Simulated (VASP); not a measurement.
Here is the system:

```
CELL_PARAMETERS angstrom
      0.00000     3.02875     3.02875
      3.02875     0.00000     3.02875
      3.02875     3.02875     0.00000
ATOMIC_POSITIONS crystal
  Hg 0.00000 0.00000 0.00000
  Se 0.25000 0.25000 0.25000
```

The numbers are results of PBE GGA, VASP's PBE PAW potentials (set 64) (plane waves; VASP), not measurements. Numerical set-up: 300 eV cut-off, 6×6×6 Γ-centred mesh, Fermi-Dirac smearing of 0.020 eV, potentials Hg Se.

Question: Give the energies of bands 2 to 11 at the high-symmetry points, in eV from the Fermi level.

Answer: 
```tsv
band	Γ	X	U	L	W
2	-7.25	-7.09	-7.01	-7.07	-6.95
3	-7.25	-6.72	-6.82	-7.07	-6.84
4	-7.25	-6.72	-6.64	-6.43	-6.57
5	-6.48	-6.36	-6.42	-6.43	-6.54
6	-6.48	-6.10	-5.94	-6.15	-5.84
7	-0.93	-5.16	-5.33	-5.61	-5.38
8	0.00	-2.36	-2.96	-1.00	-2.82
9	0.00	-2.36	-1.93	-1.00	-2.48
10	0.00	2.78	2.93	1.11	3.66
11	5.47	2.96	4.49	6.24	5.13
```

It has no gap at this level: it comes out as a metal or semimetal.

The structure is a typed HgSe crystal (F-43m). The cell was not relaxed at this level.
